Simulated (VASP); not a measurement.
Level of theory: PW91 GGA, VASP's PBE PAW potentials (set 64) (plane waves; VASP).

The input files of a VASP run:

INCAR:
```
! general
SYSTEM   =  ZnS
PREC     =  Accurate
ENCUT    =  520   ! plane-wave cut-off (eV)
LREAL    =  .FALSE.   ! projection in real space or not
LASPH    =  .TRUE.

! electronic loop
EDIFF    =  1E-7
NELM     =  100   ! most electronic steps
ALGO     =  Normal   ! blocked Davidson
LMAXMIX  =  4

! smearing
ISMEAR   =  -5   ! tetrahedra, Bloechl

! functional
GGA      =  91

! ions
ISIF     =  2   ! forces and stress, cell fixed

! output
LWAVE    =  .FALSE.
LCHARG   =  .TRUE.
LORBIT   =  11   ! lm-projected
NEDOS    =  601   ! DOS grid
```

POSCAR:
```
ZnS
3.8494770
  0.0000000000   0.7071067262   0.7071067262
  0.7071067262   0.0000000000   0.7071067262
  0.7071067262   0.7071067262   0.0000000000
Zn S
1 1
Cartesian
  0.0000000000   0.0000000000   0.0000000000
  0.3535533631   0.3535533631   0.3535533631
```

KPOINTS:
```
Automatic
0
gamma
 9 9 9
```

POTCAR, in this order: Zn S (PBE.64 set). Program: vasp_std.

Problem. Predict the energy per atom (σ→0), band gap (on the k-mesh).

Solution. 
```
Quantity                           Value
------------------------  --------------
energy per atom (σ→0)     -3.448 eV/atom
band gap (on the k-mesh)         2.01 eV
```

File OSZICAR:
```
...
DAV:   7    -0.689553326316E+01    0.14207E-01   -0.33589E-01   945   0.563E+00    0.271E+00
DAV:   8    -0.689467368724E+01    0.85958E-03   -0.52778E-03  1065   0.680E-01    0.809E-01
DAV:   9    -0.689486838269E+01   -0.19470E-03   -0.96175E-04  1038   0.315E-01    0.118E-01
DAV:  10    -0.689497575705E+01   -0.10737E-03   -0.13081E-04  1040   0.123E-01    0.479E-02
DAV:  11    -0.689500075900E+01   -0.25002E-04   -0.33995E-05   995   0.677E-02    0.932E-03
DAV:  12    -0.689500152094E+01   -0.76194E-06   -0.17309E-06  1095   0.110E-02    0.379E-03
DAV:  13    -0.689500144340E+01    0.77536E-07   -0.98860E-08   730   0.649E-03
   1 F= -.68950014E+01 E0= -.68950014E+01  d E =0.000000E+00
```

The compound is ZnS in the zinc blende structure. It was relaxed first.
